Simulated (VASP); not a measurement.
A convergence study with VASP on Ga (alpha): one setting is varied, all else stays as given below, so the limit is that of these other settings.

```
Ga
1.0
    2.26000    -3.83000     0.00000
    2.26000     3.83000     0.00000
    0.00000     0.00000     4.53000
Ga
4
Direct
  0.15490   0.84510   0.91900
  0.34510   0.65490   0.41900
  0.65490   0.34510   0.58100
  0.84510   0.15490   0.08100
```

Calculation: PBE GGA, VASP's PBE PAW potentials (set 64) (plane waves; VASP 6.6.1). The tightest run used: 550 eV cut-off, 13×13×12 Γ-centred mesh, tetrahedra with Blöchl corrections, potentials Ga_d.

### Question
The settings run are 3×3×3 mesh; 4×4×4 mesh; 5×5×4 mesh; 6×6×5 mesh; 7×7×6 mesh; 8×8×7 mesh; 9×9×8 mesh; 10×10×9 mesh; 11×11×10 mesh; 12×12×11 mesh; 13×13×12 mesh. From which on does the stress (every component) stay within 0.5 GPa of the tightest run?

### Answer
From 9×9×8 mesh on: it is off by 0.23 there and by no more than 0.5 in any finer run, while 8×8×7 mesh is off by 0.77.
```tsv
setting	E (eV/atom)	pressure (GPa)	largest force (eV/Å)	irreducible k-points	difference judged (GPa)
3×3×3 mesh	-2.9083	2.08	0.149	8	2.37
4×4×4 mesh	-2.9116	2.24	0.186	21	1.40
5×5×4 mesh	-2.9158	1.99	0.101	27	0.43
6×6×5 mesh	-2.9021	1.85	0.074	39	0.63
7×7×6 mesh	-2.8990	2.00	0.104	64	0.65
8×8×7 mesh	-2.9004	1.97	0.088	84	0.77
9×9×8 mesh	-2.9008	1.93	0.078	125	0.23
10×10×9 mesh	-2.9010	2.01	0.133	155	0.13
11×11×10 mesh	-2.9026	2.03	0.140	216	0.13
12×12×11 mesh	-2.9029	1.97	0.133	258	0.07
13×13×12 mesh	-2.9031	1.94	0.128	343	0.00
```

Left out are rungs that failed or repeat a setting and relaxations that didn't move; long series are thinned to 24 rows.

The compound is Ga in the alpha structure. The cell was not relaxed at this level, forces remain on its atoms.
